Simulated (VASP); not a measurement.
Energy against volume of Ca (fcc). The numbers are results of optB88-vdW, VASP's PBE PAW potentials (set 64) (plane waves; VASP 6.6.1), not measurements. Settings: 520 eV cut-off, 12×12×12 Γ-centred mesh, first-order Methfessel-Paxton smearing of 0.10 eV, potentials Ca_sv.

```
V (Å³/atom)  E (eV/atom)
-----------  -----------
38.075           0.57448
39.290           0.56839
40.505           0.56659
41.721           0.56863
```

Fit these four points and predict the energy of the run at 42.936 Å³/atom.

A cubic in V^(−2/3), the third-order Birch-Murnaghan form, passes through the four points with V0 = 40.44 Å³/atom and B0 = 17 GPa, and gives 0.5741 eV/atom there. The run gave 0.5741 eV/atom, +0.0 meV/atom from the fit; all five points give B0 = 17 GPa.

The compound is Ca in the fcc structure. It was relaxed first, which changed the volume by -7 %.
